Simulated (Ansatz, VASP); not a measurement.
**Al2MoN3: VASP beside Ansatz**

```
Al Mo N
1.0
     6.03860    0.00000    0.00000
    -3.01930    5.22959    0.00000
     0.00000    0.00000    3.11244
Al Mo N
2 1 3
Direct
  0.33333 0.66667 0.50000
  0.66667 0.33333 0.50000
  0.00000 0.00000 0.00000
  0.50000 0.00000 0.50000
  0.00000 0.50000 0.50000
  0.50000 0.50000 0.50000
```

Alike in both runs: functional PBE; k mesh 3 × 3 × 6; occupations gaussian, width 0.1 eV; collinear spin.

Ansatz relaxed the structure, and its values are those at the end. VASP's run is a single point on that final structure, the one shown.

|  | VASP | Ansatz |
| --- | --- | --- |
| version | VASP 6.6.1 | Ansatz 0.2.0 |
| potentials or method | VASP PAW PBE potentials, release 64 (Al, Mo_sv, N) | scalar-relativistic, plane waves, PAW |
| plane-wave cutoff (eV) | 520 | 420 |
| valence electrons in the cell | 35 | 35 |

```csv
,VASP,Ansatz,Ansatz less VASP
gap on the k mesh at the Fermi level (eV),none,none,-
pressure (GPa),-0.4,-0.3,+0.07
net moment per atom (μB),0.33,0.33,0.000
size of the moment on the site where the two differ most (μB),2.99,3.00,+0.017
```

Site moments also hang on the region over which each program counts them. A gap of «none» marks a metal or a gap that the smearing closes.

Caveats: the k mesh is coarse (spacing up to 0.40 Å⁻¹), so the values aren't converged.
